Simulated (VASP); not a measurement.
Output of a VASP run:

### OSZICAR
```
       N       E                     dE             d eps       ncg     rms          rms(c)
DAV:   1     0.461576919511E+03    0.46158E+03   -0.21373E+04  1920   0.180E+03
DAV:   2     0.531252915580E-01   -0.46152E+03   -0.45479E+03  2360   0.492E+02
DAV:   3    -0.485589311323E+02   -0.48612E+02   -0.48543E+02  2832   0.150E+02
DAV:   4    -0.506747818342E+02   -0.21159E+01   -0.21148E+01  2800   0.289E+01
DAV:   5    -0.507427305126E+02   -0.67949E-01   -0.67946E-01  2680   0.381E+00    0.239E+01
DAV:   6    -0.402255910719E+02    0.10517E+02   -0.76262E+01  3064   0.786E+01    0.104E+01
DAV:   7    -0.402026296151E+02    0.22961E-01   -0.13227E+01  2496   0.272E+01    0.684E+00
DAV:   8    -0.400123334020E+02    0.19030E+00   -0.10289E+00  2600   0.100E+01    0.292E+00
DAV:   9    -0.400447559682E+02   -0.32423E-01   -0.26500E-01  2672   0.408E+00    0.126E+00
DAV:  10    -0.400313661709E+02    0.13390E-01   -0.10337E-01  2568   0.344E+00    0.377E-01
DAV:  11    -0.400304965560E+02    0.86961E-03   -0.70137E-03  2656   0.648E-01    0.953E-02
DAV:  12    -0.400304121039E+02    0.84452E-04   -0.49926E-04  2328   0.186E-01    0.383E-02
DAV:  13    -0.400304088646E+02    0.32393E-05   -0.17724E-04  2544   0.128E-01    0.160E-02
DAV:  14    -0.400304088334E+02    0.31209E-07   -0.43725E-05  3000   0.591E-02    0.571E-03
DAV:  15    -0.400304095667E+02   -0.73335E-06   -0.62121E-06  2632   0.184E-02    0.545E-03
DAV:  16    -0.400304093517E+02    0.21504E-06   -0.21970E-06  2552   0.126E-02    0.241E-03
DAV:  17    -0.400304093988E+02   -0.47065E-07   -0.67313E-07  2136   0.730E-03
   1 F= -.41082963E+02 E0= -.41082963E+02  d E =0.000000E+00
```

OUTCAR:
```
------------------------ aborting loop because EDIFF is reached ----------------------------------------
  Edisp (eV):   -1.05255
  FORCE on cell =-STRESS in cart. coord.  units (eV):
  Direction    XX          YY          ZZ          XY          YZ          ZX
  --------------------------------------------------------------------------------------
  Total       0.01519     0.01519    -0.02085     0.00000    -0.00000     0.00000
  in kB       0.36971     0.36971    -0.50737     0.00000    -0.00000     0.00000
  external pressure =        0.08 kB  Pullay stress =        0.00 kB
  volume of cell :       65.83
      direct lattice vectors                 reciprocal lattice vectors
     3.983592445  0.000000000  0.000000000     0.251029696  0.000000000  0.000000000
     0.000000000  3.983592445  0.000000000     0.000000000  0.251029696  0.000000000
     0.000000000  0.000000000  4.148286947     0.000000000  0.000000000  0.241063362
 POSITION                                       TOTAL-FORCE (eV/Angst)
 -----------------------------------------------------------------------------------
      0.00000      0.00000      0.02858        -0.000000     -0.000000      0.009435
      1.99180      1.99180      2.17967         0.000000     -0.000000     -0.005633
      1.99180      1.99180      4.00618         0.000000      0.000000     -0.006527
      0.00000      1.99180      2.00348         0.000000     -0.000000      0.001363
      1.99180      0.00000      2.00348         0.000000     -0.000000      0.001363
 -----------------------------------------------------------------------------------
    total drift:                                0.000000      0.000000      0.000222
  FREE ENERGIE OF THE ION-ELECTRON SYSTEM (eV)
  ---------------------------------------------------
  free  energy   TOTEN  =       -41.0829633397 eV

  energy  without entropy=      -41.0829633397  energy(sigma->0) =      -41.08296334

 total charge

# of ion       s       p       d       tot
------------------------------------------
    1        2.006   5.648   0.315   7.969
    2        2.218   6.265   1.763  10.246
    3        1.570   3.460   0.000   5.030
    4        1.563   3.464   0.000   5.027
    5        1.563   3.464   0.000   5.027
--------------------------------------------------
tot          8.920  22.303   2.078  33.300

 Electric field gradients after diagonalization (V/A^2)
 (convention: |V_zz| > |V_xx| > |V_yy|)
----------------------------------------------------------------------
 ion       V_xx      V_yy      V_zz     asymmetry (V_yy - V_xx)/ V_zz
----------------------------------------------------------------------
   1       3.761     3.761    -7.521       0.000
   2      -8.789    -8.789    17.578       0.000
   3      -7.526    -7.526    15.052       0.000
   4     -17.022    -9.241    26.263       0.296
   5     -17.022    -9.241    26.263       0.296
```
(Selected blocks of OUTCAR.)

### POSCAR
```
BaTiO3
1
    3.9835924449     0.0000000000     0.0000000000
    0.0000000000     3.9835924449    -0.0000000000
    0.0000000000    -0.0000000000     4.1482869473
Ba Ti O
1 1 3
Direct
  0.0000000000   0.0000000000   0.0068883892
  0.5000000000   0.5000000000   0.5254378931
  0.5000000000   0.5000000000   0.9657435521
  1.0000000000   0.5000000000   0.4829650828
  0.5000000000   0.0000000000   0.4829650828
```

Q: Write an INCAR and KPOINTS that could have produced this output.

A: This is not unique; one that fits is the input of the run itself, PBE GGA with D4 dispersion, plane waves, VASP's PBE PAW potentials (set 64).

INCAR:
```
LCHARG=T
PREC=Accurate
LWAVE=F
LEFG=T
ISMEAR=-5   ! tetrahedra, Bloechl
ISIF=2
NELM=100
EDIFF=1E-7   ! SCF stop (eV)
ALGO=Normal   ! blocked Davidson
IVDW=13   ! D4
SYSTEM=BaTiO3
GGA=PE   ! PBE
LORBIT=11
ENCUT=520   ! plane-wave cut-off (eV)
LREAL=F   ! projection in real space or not
LMAXMIX=4   ! l cut-off of mixed one-centre charges
LASPH=T   ! aspherical one-centre terms
NEDOS=601   ! DOS grid
```

File KPOINTS:
```
Regular mesh
0
gamma
  6 6 6
```

POTCAR, in this order: Ba_sv Ti_sv O (PBE.64 set). Program: vasp_std.

The compound is BaTiO3 in the tetragonal perovskite structure. It was relaxed first.
